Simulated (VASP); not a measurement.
Calculation: r2SCAN meta-GGA, VASP's PBE PAW potentials (set 64) (plane waves; VASP).

VASP input:

### POSCAR
```
Se
1
    2.0424328547    -3.5375974637    -0.0000000000
    2.0424328547     3.5375974637     0.0000000000
    0.0000000000     0.0000000000     5.0746580237
Se
3
Direct
  1.0000000000   0.2470480920   0.6666670000
  0.7529519080   0.7529519080   1.0000000000
  0.2470480920   1.0000000000   0.3333330000
```

### INCAR
```
SYSTEM = Se
PREC = Accurate; ENCUT = 400; LREAL = .FALSE.
LASPH = .TRUE.
EDIFF = 1E-6; NELM = 100; ALGO = Normal
LMAXMIX = 4; LMIXTAU = .TRUE.
ISMEAR = 0; SIGMA = 0.05
METAGGA = R2SCAN
IBRION = 2; NSW = 60; ISIF = 3
EDIFFG = -0.02
LWAVE = .FALSE.; LCHARG = .FALSE.
```

KPOINTS:
```
Automatic mesh
0
Gamma
6 6 4
0 0 0
```

POTCAR, in this order: Se (PBE.64 set). Program: vasp_std.

What VASP printed:

File OSZICAR:
```
...
DAV:  11    -0.428959864260E+02   -0.18383E-05   -0.27273E-08   327   0.169E-03    0.117E-04
DAV:  12    -0.428959853185E+02    0.11075E-05   -0.81621E-09   327   0.890E-04    0.906E-05
DAV:  13    -0.428959854787E+02   -0.16020E-06   -0.14069E-09   327   0.332E-04
   7 F= -.42895985E+02 E0= -.42895985E+02  d E =-.591509E-02
       N       E                     dE             d eps       ncg     rms          rms(c)
DAV:   1    -0.429648805953E+02   -0.68895E-01   -0.49783E+00   624   0.134E+01    0.145E+00
DAV:   2    -0.429257753259E+02    0.39105E-01   -0.18253E-01   669   0.307E+00    0.830E-01
DAV:   3    -0.429067456409E+02    0.19030E-01   -0.55426E-02   684   0.144E+00    0.297E-01
DAV:   4    -0.429065018095E+02    0.24383E-03   -0.66393E-03   689   0.644E-01    0.157E-01
DAV:   5    -0.429047764398E+02    0.17254E-02   -0.38285E-03   629   0.573E-01    0.866E-02
DAV:   6    -0.429065166659E+02   -0.17402E-02   -0.36528E-03   624   0.557E-01    0.310E-02
DAV:   7    -0.429070390717E+02   -0.52241E-03   -0.39545E-04   634   0.183E-01    0.697E-03
DAV:   8    -0.429070389090E+02    0.16274E-06   -0.34250E-05   699   0.567E-02    0.483E-03
DAV:   9    -0.429070818615E+02   -0.42953E-04   -0.16376E-05   644   0.385E-02    0.240E-03
DAV:  10    -0.429070786831E+02    0.31785E-05   -0.10824E-06   512   0.107E-02    0.611E-04
DAV:  11    -0.429070821019E+02   -0.34189E-05   -0.29492E-07   342   0.520E-03    0.512E-04
DAV:  12    -0.429070792967E+02    0.28052E-05   -0.49586E-08   317   0.231E-03    0.305E-04
DAV:  13    -0.429070803497E+02   -0.10530E-05   -0.83621E-09   312   0.887E-04    0.114E-04
DAV:  14    -0.429070795376E+02    0.81215E-06   -0.36110E-09   312   0.644E-04
   8 F= -.42907080E+02 E0= -.42907080E+02  d E =-.170091E-01
       N       E                     dE             d eps       ncg     rms          rms(c)
DAV:   1    -0.431210418922E+02   -0.21396E+00   -0.19163E+01   624   0.259E+01    0.298E+00
DAV:   2    -0.429822759731E+02    0.13877E+00   -0.73077E-01   689   0.611E+00    0.165E+00
DAV:   3    -0.429044037486E+02    0.77872E-01   -0.19073E-01   679   0.262E+00    0.698E-01
DAV:   4    -0.429047243171E+02   -0.32057E-03   -0.32696E-02   654   0.140E+00    0.284E-01
DAV:   5    -0.428891897620E+02    0.15535E-01   -0.18045E-02   624   0.128E+00    0.175E-01
DAV:   6    -0.429052985744E+02   -0.16109E-01   -0.15049E-02   624   0.118E+00    0.595E-02
DAV:   7    -0.429068705159E+02   -0.15719E-02   -0.15264E-03   624   0.370E-01    0.136E-02
DAV:   8    -0.429069067841E+02   -0.36268E-04   -0.15694E-04   724   0.121E-01    0.109E-02
DAV:   9    -0.429070269231E+02   -0.12014E-03   -0.78038E-05   624   0.831E-02    0.528E-03
DAV:  10    -0.429070272762E+02   -0.35304E-06   -0.64647E-06   734   0.245E-02
   9 F= -.42907027E+02 E0= -.42907027E+02  d E =-.169569E-01
       N       E                     dE             d eps       ncg     rms          rms(c)
DAV:   1    -0.429614046733E+02   -0.54378E-01   -0.38906E+00   624   0.120E+01    0.126E+00
DAV:   2    -0.429244714724E+02    0.36933E-01   -0.13595E-01   699   0.267E+00    0.690E-01
DAV:   3    -0.429089148676E+02    0.15557E-01   -0.53636E-02   639   0.141E+00    0.222E-01
DAV:   4    -0.429091741324E+02   -0.25926E-03   -0.53899E-03   649   0.610E-01    0.172E-01
DAV:   5    -0.429083552477E+02    0.81888E-03   -0.37945E-03   624   0.554E-01    0.883E-02
DAV:   6    -0.429088731498E+02   -0.51790E-03   -0.42504E-03   624   0.601E-01    0.309E-02
DAV:   7    -0.429098134046E+02   -0.94025E-03   -0.68982E-04   624   0.254E-01    0.858E-03
DAV:   8    -0.429098678090E+02   -0.54404E-04   -0.43742E-05   724   0.643E-02    0.342E-03
DAV:   9    -0.429098543395E+02    0.13469E-04   -0.17305E-05   624   0.419E-02    0.243E-03
DAV:  10    -0.429098667634E+02   -0.12424E-04   -0.15354E-06   482   0.132E-02    0.492E-04
DAV:  11    -0.429098634857E+02    0.32776E-05   -0.18409E-07   337   0.403E-03    0.271E-04
DAV:  12    -0.429098667428E+02   -0.32571E-05   -0.95966E-08   327   0.337E-03    0.256E-04
DAV:  13    -0.429098652747E+02    0.14682E-05   -0.17640E-08   317   0.132E-03    0.696E-05
DAV:  14    -0.429098657075E+02   -0.43287E-06   -0.28030E-09   312   0.490E-04
  10 F= -.42909866E+02 E0= -.42909866E+02  d E =-.197953E-01
       N       E                     dE             d eps       ncg     rms          rms(c)
DAV:   1    -0.429137778299E+02   -0.39126E-02   -0.21026E-01   624   0.303E+00    0.224E-01
DAV:   2    -0.429138974849E+02   -0.11966E-03   -0.95365E-03   754   0.673E-01    0.111E-01
DAV:   3    -0.429140056041E+02   -0.10812E-03   -0.82536E-04   654   0.245E-01    0.463E-02
DAV:   4    -0.429140306179E+02   -0.25014E-04   -0.16955E-04   734   0.116E-01    0.207E-02
DAV:   5    -0.429139521351E+02    0.78483E-04   -0.14650E-04   634   0.127E-01    0.115E-02
DAV:   6    -0.429140566241E+02   -0.10449E-03   -0.34864E-05   629   0.609E-02    0.462E-03
DAV:   7    -0.429140463289E+02    0.10295E-04   -0.59936E-06   644   0.249E-02    0.249E-03
DAV:   8    -0.429140624265E+02   -0.16098E-04   -0.54792E-06   634   0.233E-02    0.103E-03
DAV:   9    -0.429140618278E+02    0.59870E-06   -0.19632E-07   367   0.458E-03
  11 F= -.42914062E+02 E0= -.42914062E+02  d E =-.419612E-02
       N       E                     dE             d eps       ncg     rms          rms(c)
DAV:   1    -0.429148846154E+02   -0.82219E-03   -0.14967E-01   624   0.256E+00    0.191E-01
DAV:   2    -0.429149798902E+02   -0.95275E-04   -0.67751E-03   754   0.568E-01    0.939E-02
DAV:   3    -0.429150552189E+02   -0.75329E-04   -0.59054E-04   649   0.207E-01    0.391E-02
DAV:   4    -0.429150773840E+02   -0.22165E-04   -0.11862E-04   729   0.965E-02    0.177E-02
DAV:   5    -0.429150156136E+02    0.61770E-04   -0.10228E-04   629   0.106E-01    0.936E-03
DAV:   6    -0.429150933099E+02   -0.77696E-04   -0.25527E-05   634   0.520E-02    0.375E-03
DAV:   7    -0.429150849733E+02    0.83366E-05   -0.43683E-06   654   0.212E-02    0.200E-03
DAV:   8    -0.429150974069E+02   -0.12434E-04   -0.38523E-06   634   0.193E-02    0.890E-04
DAV:   9    -0.429150968124E+02    0.59453E-06   -0.14219E-07   327   0.390E-03
  12 F= -.42915097E+02 E0= -.42915097E+02  d E =-.523110E-02
       N       E                     dE             d eps       ncg     rms          rms(c)
DAV:   1    -0.429185309454E+02   -0.34335E-02   -0.26549E-01   624   0.334E+00    0.528E-01
DAV:   2    -0.429157342780E+02    0.27967E-02   -0.78401E-03   664   0.637E-01    0.257E-01
DAV:   3    -0.429142823857E+02    0.14519E-02   -0.54716E-03   674   0.481E-01    0.845E-02
DAV:   4    -0.429144581656E+02   -0.17578E-03   -0.24822E-04   659   0.155E-01    0.615E-02
DAV:   5    -0.429142083356E+02    0.24983E-03   -0.27449E-04   629   0.159E-01    0.107E-02
DAV:   6    -0.429144989303E+02   -0.29059E-03   -0.17984E-04   634   0.129E-01    0.233E-03
DAV:   7    -0.429145006961E+02   -0.17659E-05   -0.50365E-06   724   0.211E-02    0.145E-03
DAV:   8    -0.429145013165E+02   -0.62039E-06   -0.29835E-07   427   0.514E-03
  13 F= -.42914501E+02 E0= -.42914501E+02  d E =0.595496E-03
       N       E                     dE             d eps       ncg     rms          rms(c)
DAV:   1    -0.429171047832E+02   -0.26041E-02   -0.89438E-02   624   0.192E+00    0.304E-01
DAV:   2    -0.429161720575E+02    0.93273E-03   -0.26785E-03   664   0.371E-01    0.148E-01
DAV:   3    -0.429156723764E+02    0.49968E-03   -0.18788E-03   674   0.283E-01    0.470E-02
DAV:   4    -0.429157250315E+02   -0.52655E-04   -0.89409E-05   659   0.926E-02    0.347E-02
DAV:   5    -0.429156311129E+02    0.93919E-04   -0.92655E-05   624   0.914E-02    0.574E-03
DAV:   6    -0.429157245511E+02   -0.93438E-04   -0.60934E-05   624   0.742E-02    0.127E-03
DAV:   7    -0.429157287063E+02   -0.41553E-05   -0.16442E-06   527   0.122E-02    0.826E-04
DAV:   8    -0.429157283811E+02    0.32517E-06   -0.22169E-07   347   0.404E-03
  14 F= -.42915728E+02 E0= -.42915728E+02  d E =-.631569E-03
```

OUTCAR:
```
------------------------ aborting loop because EDIFF is reached ----------------------------------------
  FORCE on cell =-STRESS in cart. coord.  units (eV):
  Direction    XX          YY          ZZ          XY          YZ          ZX
  --------------------------------------------------------------------------------------
  Total       -0.0195409     -0.0195409      0.0138812      0.0000000     -0.0000000      0.0000000
  in kB       -0.3578503     -0.3578503      0.2542054      0.0000000     -0.0000000      0.0000000
  external PRESSURE =      -0.1538317 kB  Pullay stress =       0.0000000 kB
  volume of cell :       87.49
      direct lattice vectors                 reciprocal lattice vectors
     2.250673368 -3.898280609 -0.000000000     0.222155737 -0.128261675  0.000000000
     2.250673368  3.898280609  0.000000000     0.222155737  0.128261675 -0.000000000
     0.000000000  0.000000000  4.985839768     0.000000000 -0.000000000  0.200568018
 POSITION                                       TOTAL-FORCE (eV/Angst)
 -----------------------------------------------------------------------------------
      0.48963      0.84806      3.32389         0.000632      0.001094     -0.000000
      3.52210      0.00000      0.00000        -0.001264      0.000000      0.000000
      0.48963     -0.84806      1.66194         0.000632     -0.001094      0.000000
 -----------------------------------------------------------------------------------
    total drift:                               -0.000198     -0.000446      0.000007
  FREE ENERGIE OF THE ION-ELECTRON SYSTEM (eV)
  ---------------------------------------------------
  free  energy   TOTEN  =       -42.9157283811 eV

  energy  without entropy=      -42.9157283811  energy(sigma->0) =      -42.91572838

 reached required accuracy - stopping structural energy minimisation
```
(Selected blocks of OUTCAR.)

File CONTCAR:
```
Se
   1.00000000000000
     2.2506733677484987   -3.8982806087806638   -0.0000000000000000
     2.2506733677484987    3.8982806087806638    0.0000000000000000
     0.0000000000000000    0.0000000000000000    4.9858397679522026
  Se
     3
Direct
     0.0000000000025250    0.2175462922689377    0.6666669999999968
     0.7824537077285374    0.7824537077285374    0.0000000000000000
     0.2175462922689377    0.0000000000025250    0.3333330000000032
```

Energy and stress use the plane-wave basis of the starting cell.

The compound is Se in the trig structure. This run relaxes it. Symmetry was kept, so distortions that lower it aren't found. The start is the result of an earlier pass.
